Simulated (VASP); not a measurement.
Input:

```
CoGa
1.0
    2.80954     0.00000     0.00000
    0.00000     2.80954     0.00000
    0.00000     0.00000     2.80954
Ga Co
1 1
Direct
  0.50000   0.50000   0.50000
  0.00000   0.00000   0.00000
```

Computed with LDA (Ceperley-Alder, Perdew-Zunger), VASP's LDA PAW potentials (set 64) (plane waves; VASP). Numerical set-up: 400 eV cut-off, 12×12×12 Γ-centred mesh, first-order Methfessel-Paxton smearing of 0.10 eV, potentials Ga_d Co.

Q: What does the run give for the energy per atom (σ→0), band gap (on the k-mesh) with the smallest direct gap where there is one?

A: 
| Quantity | Result |
|---|---|
| band gap (on the k-mesh) | none (metal, semimetal or under 0.01 eV) |
| energy per atom (σ→0) | -6.267 eV/atom |

The compound is CoGa in the CsCl type structure. It was relaxed first, which changed the volume by -7 %. The start is the result of an earlier pass. The run is not spin-polarised, so no magnetic state was tried.
